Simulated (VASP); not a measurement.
Given:

```
CELL_PARAMETERS angstrom
      0.00000     2.27507     2.27507
      2.27507     0.00000     2.27507
      2.27507     2.27507     0.00000
ATOMIC_POSITIONS crystal
  Ga 0.00000 0.00000 0.00000
  N  0.25000 0.25000 0.25000
```

Computed with PBE GGA, VASP's PBE PAW potentials (set 64) (plane waves; VASP). Settings: 600 eV cut-off, 10×10×10 Γ-centred mesh, Gaussian smearing of 0.050 eV, potentials Ga_d N.

Question: What does the run give for the energy per atom (σ→0), band gap (on the k-mesh) with the smallest direct gap where there is one?

Answer: 
```yaml
band gap (on the k-mesh): 1.54 eV
smallest direct gap (on the k-mesh): 1.54 eV
energy per atom (σ→0): -6.078 eV/atom
```

Total energies compare only between runs with the same potentials, cut-off and functional.

The compound is GaN in the zinc blende structure, a metastable form; wurtzite is the usual one. It was relaxed first.
